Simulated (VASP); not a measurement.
TiTe2, 3 atoms in the cell. It takes space group P-3m1 (No. 164, trigonal). Conventional cell: a = 3.702 Å, b = 3.702 Å, c = 6.347 Å, α = 90.00°, β = 90.00°, γ = 120.00°. Around Ti (site symmetry -3m) lie 6 Te at 2.75 Å. Around Te (site symmetry 3m) lie 3 Ti at 2.75 Å. 

* Program: VASP 6.6.1
* Task: relaxation of cell and atoms
* Functional: PBE
* Dispersion: D3(BJ)
* Potentials or basis: VASP PAW PBE potentials, release 64 (Ti_sv, Te)
* Cutoff: 600 eV
* k mesh: 9 × 9 × 4
* Occupations: gaussian, width 0.03 eV
* Spin: no spin polarisation
* Further INCAR settings: ALGO = Normal; EDIFF = 1e-07; IBRION = 2; EDIFFG = -0.005; NSW = 90; ISIF = 3

Potentials or basis: VASP PAW PBE potentials, release 64 (Ti_sv, Te).

The run is started by

```sh
$ cat potpaw_PBE.64/Ti_sv/POTCAR potpaw_PBE.64/Te/POTCAR > POTCAR
$ mpirun -np 1 vasp_std > vasp.out
```

Hardware: 1 thread of Intel(R) Xeon(R) 6975P-C (Granite Rapids), on a shared host.

Question: Estimate the wall time of this run.

Answer: Run time: 38 s on 1 thread of Intel(R) Xeon(R) 6975P-C (Granite Rapids) (shared host), peak memory 0.26 GiB. Counts: scf iterations 17, k points 43, ion steps 1.
